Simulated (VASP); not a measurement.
A run of VASP 6.6.1 is set up as follows.

File INCAR:

```
SYSTEM = Ga3BSb2
PREC = Normal
ENCUT = 520
EDIFF = 1E-4
ISMEAR = 0
SIGMA = 0.15
LREAL = .False.
LASPH = .True.
NELM = 60
ALGO = Fast
ISIF = 3
LWAVE = .False.
LCHARG = .False.
GGA = PE
IBRION = 2
NSW = 24
EDIFFG = -0.08
KPAR = 2
```

Contents of KPOINTS:

```
regular mesh
0
Gamma
  5 5 3
  0 0 0
```

The input POSCAR:

```
Ga3BSb2
1.0
    4.3445124700      0.0000000000      0.0000000000
   -2.1722562400      3.7624581700      0.0000000000
    0.0000000000      0.0000000000      7.5680965800
Ga B Sb
3 1 2
Direct
    0.3333333300      0.6666666700      0.0000000000
    0.6666666700      0.3333333300      0.1906648600
    0.6666666700      0.3333333300      0.8093351400
    0.0000000000      0.0000000000      0.5000000000
    0.3333333300      0.6666666700      0.5000000000
    0.6666666700      0.3333333300      0.5000000000
```

Potentials or basis: VASP PAW PBE potentials, release 64 (Ga_d, B, Sb).

Launch:

```sh
$ cat potpaw_PBE.64/Ga_d/POTCAR potpaw_PBE.64/B/POTCAR potpaw_PBE.64/Sb/POTCAR > POTCAR
$ mpirun -np 2 vasp_std > vasp.out
```

(1) Predict the relaxed cell.

(2) Estimate the relaxed volume.

(3) Estimate the space group after relaxing (to 0.05 Å).

Answers

(1) a = 4.966 Å, b = 4.966 Å, c = 7.782 Å, α = 90.00°, β = 90.00°, γ = 120.00°.

(2) 27.71 Å³/atom.

(3) P-6m2 (No. 187).

Caveat: the volume moved by over 15 % at a fixed basis, so the end points are rough.
